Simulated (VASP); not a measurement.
Here is a VASP 6.6.1 calculation.

File INCAR:

```
SYSTEM = HfMg6Al
PREC = Accurate ; ENCUT = 520
EDIFF = 1E-7 ; ISMEAR = -1
SIGMA = 0.05 ; LREAL = .FALSE.
LASPH = .TRUE. ; NELM = 80
ALGO = Normal ; ISIF = 2
LWAVE = .FALSE. ; LCHARG = .TRUE.
GGA = PE ; LELF = .TRUE.
LVHAR = .TRUE. ; NBANDS = 22
```

The input KPOINTS:

```
regular mesh
0
G
  6 5 5
  0 0 0
```

The input POSCAR:

```
HfMg6Al
1.0
    5.0258660000      0.0000000000      0.0000000000
    0.0000000000      3.0442105000      5.5889195000
    0.0000000000     -3.0442105000      5.5889195000
Hf Al Mg
1 1 6
Direct
    0.5000000000      0.6712420000      0.6712420000
    0.5000000000      0.1666400000      0.1666400000
    0.0000000000      0.8298050000      0.8298050000
    0.0000000000      0.3285090000      0.3285090000
    0.0000000000      0.3349360000      0.8308780000
    0.0000000000      0.8308780000      0.3349360000
    0.5000000000      0.1682240000      0.6697620000
    0.5000000000      0.6697620000      0.1682240000
```

Potentials or basis: VASP PAW PBE potentials, release 64 (Hf_pv, Al, Mg).

Launch:

```sh
$ cat potpaw_PBE.64/Hf_pv/POTCAR potpaw_PBE.64/Al/POTCAR potpaw_PBE.64/Mg/POTCAR > POTCAR
$ mpirun -np 1 vasp_std > vasp.out
```

Q: Predict the largest force.

A: 0.075 eV/Å.

Q: Estimate the band gap on the k mesh.

A: None (metal or under the smearing width).

Stress tensor (GPa, compression positive):
```
-0.21  0.00  0.00
 0.00  0.19  0.00
 0.00  0.00 -0.14
```

Spin-orbit coupling is left out, which matters for the levels of Hf.
